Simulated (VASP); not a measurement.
The input files of a VASP run:

INCAR:
```
SYSTEM = MgI2
PREC = Accurate
ENCUT = 400
EDIFF = 1E-6
NELM = 60
ALGO = Normal
LREAL = .FALSE.
LASPH = .TRUE.
ISMEAR = 0
SIGMA = 0.05
GGA = PE
LMAXMIX = 4
LWAVE = .FALSE.
LCHARG = .FALSE.
ISIF = 2
IMIX = 1
AMIX = 1.5
BMIX = 0.0001
```

### KPOINTS
```
Automatic mesh
0
Gamma
5 5 3
0 0 0
```

POSCAR:
```
MgI2
1
    2.0750000000    -3.5940050000     0.0000000000
    2.0750000000     3.5940050000     0.0000000000
    0.0000000000     0.0000000000     6.8600000000
Mg I
1 2
Direct
  0.0000000000   0.0000000000   0.0000000000
  0.3333330000   0.6666670000   0.2420000000
  0.6666670000   0.3333330000   0.7580000000
```

POTCAR, in this order: Mg I (PBE.64 set). Program: vasp_std.

The run wrote:

### standard output
```
...
DAV:  21    -0.536355177357E+04    0.21940E+03   -0.43462E+04   576   0.577E+02    0.373E+02
DAV:  22    -0.559601934847E+04   -0.23247E+03   -0.48157E+04   576   0.621E+02    0.374E+02
DAV:  23    -0.535803032203E+04    0.23799E+03   -0.43413E+04   576   0.580E+02    0.378E+02
DAV:  24    -0.559368740295E+04   -0.23566E+03   -0.48139E+04   576   0.625E+02    0.370E+02
DAV:  25    -0.537154202366E+04    0.22215E+03   -0.43558E+04   576   0.588E+02    0.359E+02
DAV:  26    -0.562086963436E+04   -0.24933E+03   -0.48304E+04   576   0.624E+02    0.354E+02
DAV:  27    -0.538078238496E+04    0.24009E+03   -0.43525E+04   576   0.577E+02    0.354E+02
DAV:  28    -0.559793053024E+04   -0.21715E+03   -0.48188E+04   576   0.626E+02    0.351E+02
DAV:  29    -0.536288445446E+04    0.23505E+03   -0.43369E+04   576   0.582E+02    0.350E+02
DAV:  30    -0.559522179268E+04   -0.23234E+03   -0.48187E+04   576   0.624E+02    0.362E+02
DAV:  31    -0.534111146738E+04    0.25411E+03   -0.43157E+04   576   0.581E+02    0.371E+02
DAV:  32    -0.558382228230E+04   -0.24271E+03   -0.48061E+04   576   0.630E+02    0.367E+02
DAV:  33    -0.536354410227E+04    0.22028E+03   -0.43613E+04   576   0.579E+02    0.365E+02
DAV:  34    -0.559062232961E+04   -0.22708E+03   -0.47968E+04   576   0.624E+02    0.370E+02
DAV:  35    -0.536025884483E+04    0.23036E+03   -0.43410E+04   576   0.582E+02    0.366E+02
DAV:  36    -0.560014699849E+04   -0.23989E+03   -0.48285E+04   576   0.627E+02    0.364E+02
DAV:  37    -0.536831152916E+04    0.23184E+03   -0.43504E+04   576   0.576E+02    0.362E+02
DAV:  38    -0.559614574446E+04   -0.22783E+03   -0.48053E+04   576   0.628E+02    0.359E+02
DAV:  39    -0.536719831539E+04    0.22895E+03   -0.43611E+04   576   0.580E+02    0.362E+02
DAV:  40    -0.560169201824E+04   -0.23449E+03   -0.48195E+04   576   0.625E+02    0.359E+02
DAV:  41    -0.538015368622E+04    0.22154E+03   -0.43653E+04   576   0.579E+02    0.363E+02
DAV:  42    -0.559945563921E+04   -0.21930E+03   -0.47955E+04   576   0.627E+02    0.367E+02
DAV:  43    -0.537400275214E+04    0.22545E+03   -0.43579E+04   576   0.581E+02    0.364E+02
DAV:  44    -0.561162865903E+04   -0.23763E+03   -0.48254E+04   576   0.627E+02    0.365E+02
DAV:  45    -0.537664393213E+04    0.23498E+03   -0.43600E+04   576   0.583E+02    0.359E+02
DAV:  46    -0.560226248491E+04   -0.22562E+03   -0.48053E+04   576   0.628E+02    0.356E+02
DAV:  47    -0.536936933138E+04    0.23289E+03   -0.43540E+04   576   0.579E+02    0.366E+02
DAV:  48    -0.559161253864E+04   -0.22224E+03   -0.48078E+04   576   0.627E+02    0.362E+02
DAV:  49    -0.536371960746E+04    0.22789E+03   -0.43480E+04   576   0.581E+02    0.354E+02
DAV:  50    -0.557696335459E+04   -0.21324E+03   -0.47860E+04   576   0.628E+02    0.365E+02
DAV:  51    -0.535054194573E+04    0.22642E+03   -0.43342E+04   576   0.587E+02    0.369E+02
DAV:  52    -0.560218804468E+04   -0.25165E+03   -0.48246E+04   576   0.626E+02    0.369E+02
DAV:  53    -0.537681984264E+04    0.22537E+03   -0.43437E+04   576   0.580E+02    0.373E+02
DAV:  54    -0.559694962317E+04   -0.22013E+03   -0.48045E+04   576   0.630E+02    0.367E+02
DAV:  55    -0.535926373513E+04    0.23769E+03   -0.43400E+04   576   0.583E+02    0.363E+02
DAV:  56    -0.559050807677E+04   -0.23124E+03   -0.48120E+04   576   0.629E+02    0.366E+02
DAV:  57    -0.535185065834E+04    0.23866E+03   -0.43373E+04   576   0.577E+02    0.368E+02
DAV:  58    -0.558853345484E+04   -0.23668E+03   -0.48003E+04   576   0.628E+02    0.369E+02
DAV:  59    -0.537297016000E+04    0.21556E+03   -0.43621E+04   576   0.580E+02    0.363E+02
DAV:  60    -0.560256304620E+04   -0.22959E+03   -0.48273E+04   576   0.627E+02

 -----------------------------------------------------------------------------
|                                                                             |
|           W    W    AA    RRRRR   N    N  II  N    N   GGGG   !!!           |
|           W    W   A  A   R    R  NN   N  II  NN   N  G    G  !!!           |
|           W    W  A    A  R    R  N N  N  II  N N  N  G       !!!           |
|           W WW W  AAAAAA  RRRRR   N  N N  II  N  N N  G  GGG   !            |
|           WW  WW  A    A  R   R   N   NN  II  N   NN  G    G                |
|           W    W  A    A  R    R  N    N  II  N    N   GGGG   !!!           |
|                                                                             |
|     The electronic self-consistency was not achieved in the given           |
|     number of steps (NELM). The forces and other quantities evaluated       |
|     might not be reliable so examine the results carefully. If you find     |
|     spurious results, we suggest increasing NELM, if you were close to      |
|     convergence or switching to a different ALGO or adjusting the           |
|     density mixing parameters otherwise.                                    |
|                                                                             |
 -----------------------------------------------------------------------------

   1 F= -.56025630E+04 E0= -.56025630E+04  d E =-.170502E-14
```

OUTCAR:
```
------------------------ aborting loop EDIFF was not reached (unconverged)  ----------------------------
  FORCE on cell =-STRESS in cart. coord.  units (eV):
  Direction    XX          YY          ZZ          XY          YZ          ZX
  --------------------------------------------------------------------------------------
  Total      364.9737068    364.9736204   -451.0866629     -0.0000000      0.0000000      0.0000000
  in kB     5715.0662800   5715.0649261  -7063.4956123     -0.0000000      0.0000000      0.0000000
  external PRESSURE =    1455.5451980 kB  Pullay stress =       0.0000000 kB
  volume of cell :      102.32
      direct lattice vectors                 reciprocal lattice vectors
     2.075000000 -3.594005000  0.000000000     0.240963855 -0.139120563  0.000000000
     2.075000000  3.594005000  0.000000000     0.240963855  0.139120563  0.000000000
     0.000000000  0.000000000  6.860000000     0.000000000  0.000000000  0.145772595
 POSITION                                       TOTAL-FORCE (eV/Angst)
 -----------------------------------------------------------------------------------
      0.00000      0.00000      0.00000        -0.000000     -0.000000      0.000000
      2.07500      1.19800      1.66012         0.000000      0.000000    866.794769
      2.07500     -1.19800      5.19988        -0.000000     -0.000000   -866.794769
 -----------------------------------------------------------------------------------
    total drift:                                0.000000     -0.000000     -0.000000
  FREE ENERGIE OF THE ION-ELECTRON SYSTEM (eV)
  ---------------------------------------------------
  free  energy   TOTEN  =     -5602.5630462033 eV

  energy  without entropy=    -5602.5630462033  energy(sigma->0) =    -5602.56304620
```
(Selected blocks of OUTCAR.)

**Question.** Read the log: what went wrong, and how is it fixed?

**Answer.** The cause: simple mixing (IMIX = 1) with AMIX above 1 overshoots. The run did not converge; its last values are not results. Against the sound run, the energy per atom (σ→0) falls by 1864.958 eV/atom; the pressure rises by 144.22 GPa; the largest force rises by 866.746 eV/Å. To mend it, remove IMIX, remove AMIX, remove BMIX.

The mended run (PBE GGA, plane waves, VASP's PBE PAW potentials (set 64)) converges, and its OSZICAR ends with
```
   1 F= -.76893828E+01 E0= -.76893828E+01  d E =-.177988E-10
```

The compound is MgI2 in the 1T layered structure. The cell was not relaxed at this level.
